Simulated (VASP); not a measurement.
Here is the system:

```yaml
crystal:
  lattice:
    - [0.00000, 2.58253, 2.58253]
    - [2.58253, 0.00000, 2.58253]
    - [2.58253, 2.58253, 0.00000]
  atoms:
    - { symbol: Li, position: [0.00000, 0.00000, 0.00000] }
    - { symbol: Cl, position: [0.50000, 0.50000, 0.50000] }
```

Method: revTPSS meta-GGA, VASP's PBE PAW potentials (set 64) (plane waves; VASP). Numerical set-up: 520 eV cut-off, 9×9×9 Γ-centred mesh, Gaussian smearing of 0.050 eV, potentials Li_sv Cl.

**Question.** Give the stress tensor in GPa (positive for a compressed cell).

**Answer.** 
```
-1.80   0.00   0.00
 0.00  -1.80   0.00
 0.00   0.00  -1.80
```
The pressure is its mean diagonal, -1.80 GPa.

The compound is LiCl in the rock salt structure. This cell is one point of a volume scan, at 1.06 of the reference volume.
